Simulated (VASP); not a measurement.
OSZICAR of a VASP run on Ta$_{2}$N (atoms displaced from the space group 164 structure):

### OSZICAR
```
       N       E                     dE             d eps       ncg     rms          rms(c)
DAV:   1     0.181450479015E+03    0.18145E+03   -0.13413E+04 10352   0.134E+03
DAV:   2    -0.338959378665E+02   -0.21535E+03   -0.21298E+03 12438   0.391E+02
DAV:   3    -0.407065991430E+02   -0.68107E+01   -0.66672E+01 14136   0.642E+01
DAV:   4    -0.407759877985E+02   -0.69389E-01   -0.69163E-01 12856   0.587E+00
DAV:   5    -0.407768593346E+02   -0.87154E-03   -0.86967E-03 14381   0.519E-01    0.296E+01
DAV:   6    -0.376989134233E+02    0.30779E+01   -0.22858E+01 11452   0.309E+01    0.140E+01
DAV:   7    -0.374031355115E+02    0.29578E+00   -0.21429E+00 11504   0.945E+00    0.708E+00
DAV:   8    -0.373497050548E+02    0.53430E-01   -0.24652E-01 14252   0.480E+00    0.590E-01
DAV:   9    -0.373445173864E+02    0.51877E-02   -0.47919E-02 14411   0.217E+00    0.279E-01
DAV:  10    -0.373434382048E+02    0.10792E-02   -0.95053E-03 14506   0.944E-01    0.147E-01
DAV:  11    -0.373432480484E+02    0.19016E-03   -0.25565E-03 13052   0.455E-01    0.519E-02
DAV:  12    -0.373431939184E+02    0.54130E-04   -0.38623E-04 11356   0.133E-01    0.151E-02
DAV:  13    -0.373431955035E+02   -0.15851E-05   -0.12258E-05 12797   0.282E-02    0.593E-03
DAV:  14    -0.373431951682E+02    0.33536E-06   -0.11952E-06  7649   0.100E-02
   1 F= -.37343195E+02 E0= -.37342937E+02  d E =-.775146E-03
```

Problem. Which electronic solver shows in the log?

Solution. It is blocked Davidson (ALGO = Normal, or the opening steps of other solvers). The INCAR had ALGO = Normal.

Problem. Can the final energy be trusted as converged?

Solution. The run converged. It stopped with EDIFF = 1E-6, NELM = 100 (LDA (Ceperley-Alder, Perdew-Zunger), plane waves, VASP's LDA PAW potentials (set 64)).

The structure comes from a computed database's Ta2N entry; how it stands against other phases isn't given here. The cell was not relaxed at this level, atoms are displaced from their ideal sites. The run is one of a series of settings (SIGMA = 0.05 against the base run), some of them coarse on purpose. The electron count is odd and the run is not spin-polarised, which forces a metal.
